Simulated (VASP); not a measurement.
Runs of VASP 6.6.1 on HPtBr3. All rows change the cell; the cell of one of them follows. Symmetry: Pm-3m, No. 221, cubic system. Conventional cell: a = 5.119 Å, b = 5.119 Å, c = 5.119 Å, α = 90.00°, β = 90.00°, γ = 90.00°. H (site symmetry m-3m) has 12 Br at 3.62 Å as nearest neighbours. Around Pt (site symmetry m-3m) lie 6 Br at 2.56 Å. Br (site symmetry 4/mmm) has 2 Pt at 2.56 Å as nearest neighbours. The cell was built by a generator and needn't be a form met in nature.

```tsv
task	cell	k mesh	cutoff (eV)	gap on the mesh (eV)	pressure (GPa)	relaxed volume (Å³/atom)
relaxation of cell and atoms	relaxed from: species swapped into the ZnNi3C type (Pm-3m, No. 221)	8 × 8 × 8	600	none	0.0	(a)
relaxation of cell and atoms	relaxed from: species swapped into the ZnNi3C type (Pm-3m, No. 221)	4 × 4 × 4	600	none	0.0	26.69
single point	species swapped into the ZnNi3C type (Pm-3m, No. 221)	4 × 4 × 4	520	none	8.3	-
single point	species swapped into the ZnNi3C type (Pm-3m, No. 221)	8 × 8 × 8	520	none	0.0	-
```

Alike in all rows: level PBE; potentials or basis VASP PAW PBE potentials, release 64 (H, Pt, Br); no spin polarisation; smearing gaussian 0.1 eV.

Task: Estimate the missing entries.

Result: (a) 27.01.

A k mesh can miss the band edges, and the runs leave out spin-orbit coupling on Br, Pt.

A gap of «none» marks a metal or a gap under the smearing width.
